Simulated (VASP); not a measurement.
An input for Ansatz (written as the equivalent of a VASP run, and not itself run):

Ansatz 0.2 input:
```yaml
crystal:
  lattice:
    - [5.3635350, 0.0000000, 0.0000000]
    - [0.0000000, 5.3635350, 0.0000000]
    - [0.0000000, 0.0000000, 5.3635350]
  atoms:
    - { symbol: Cs, position: [0.0000000, 0.0000000, 0.0000000] }
    - { symbol: Pb, position: [0.5000000, 0.5000000, 0.5000000] }
    - { symbol: Cl, position: [0.5000000, 0.0000000, 0.5000000] }
    - { symbol: Cl, position: [0.0000000, 0.5000000, 0.5000000] }
    - { symbol: Cl, position: [0.5000000, 0.5000000, 0.0000000] }
kpoints:
  mp_grid: { grid: [4, 4, 4] }
hamiltonian:
  xc: pbesol
  pseudopotentials: { kind: paw }
scf:
  occupations: { method: gaussian, width: 0.05 }
  max_iter: 100
relax:
  max_steps: 40
  f_tol: 0.02
  cell: { p_target: 10 }
output: { forces: true, stress: true, eigenvalues: true }
```

Write the VASP files for the same calculation (PBEsol).

One answer among several that fit: 
KPOINTS:
```
Automatic mesh
0
Gamma
4 4 4
0 0 0
```

POSCAR:
```
CsPbCl3
1.0
  5.3635349505   0.0000000000   0.0000000000
  0.0000000000   5.3635349505   0.0000000000
  0.0000000000   0.0000000000   5.3635349505
Cs Pb Cl
1 1 3
Cartesian
  0.0000000000   0.0000000000   0.0000000000
  2.6817674753   2.6817674753   2.6817674753
  2.6817674753   0.0000000000   2.6817674753
  0.0000000000   2.6817674753   2.6817674753
  2.6817674753   2.6817674753   0.0000000000
```

### INCAR
```
LREAL = .FALSE.
LWAVE = .FALSE.
ENCUT = 500   ! plane-wave cut-off (eV)
GGA = PS
ISMEAR = 0   ! Gaussian
NELM = 100   ! most electronic steps
EDIFFG = -0.02
EDIFF = 1E-6   ! SCF stop (eV)
LASPH = .TRUE.   ! aspherical one-centre terms
SYSTEM = CsPbCl3
ISIF = 3   ! ions, shape and volume
ALGO = Normal   ! blocked Davidson
IBRION = 2   ! conjugate gradients
LCHARG = .FALSE.
PREC = Accurate
LMAXMIX = 4   ! l cut-off of mixed one-centre charges
SIGMA = 0.05   ! width (eV)
PSTRESS = 100   ! kbar
NSW = 40
```

POTCAR, in this order: Cs_sv Pb_d Cl (PBE.64 set). Program: vasp_std.

What does not carry over: each code has its own PAW files, so the cut-off isn't converted (ENCUT is set for VASP's; basis.ecutwfc is left out, and Ansatz then takes the one that its files recommend); Ansatz stops its SCF on the density residual and VASP on the energy change (EDIFF).

The compound is CsPbCl3 in the cubic perovskite structure, the ideal cubic form; the compound distorts at low or room temperature. This run relaxes it under an external pressure of 10 GPa. Symmetry was kept, so distortions that lower it aren't found.
